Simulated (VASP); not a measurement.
Here is the system:

```xyz
3
Lattice="1.9751 -3.4210 0.0000 1.9751 3.4210 0.0000 0.0000 0.0000 5.1209" Properties=species:S:1:pos:R:3 pbc="T T T"
Se     2.4804    -2.5457     3.4139
Se     2.9396     0.0000     0.0000
Se     2.4804     2.5457     1.7070
```

Calculation: LDA (Ceperley-Alder, Perdew-Zunger), VASP's LDA PAW potentials (set 64) (plane waves; VASP). Numerical set-up: 400 eV cut-off, 15×15×10 Γ-centred mesh, Gaussian smearing of 0.010 eV, potentials Se.

### Question
Predict the energy per atom (σ→0), band gap (on the k-mesh) with the smallest direct gap where there is one.

### Answer

| Item | Result |
|---|---|
| band gap (on the k-mesh) | 0.28 eV |
| smallest direct gap (on the k-mesh) | 0.28 eV |
| energy per atom (σ→0) | -401.3 kJ/mol of atoms |

The absolute energy has meaning only against runs of the same code, potentials and settings.

The compound is Se in the trig structure. It was relaxed first, which changed the volume by -15 %.
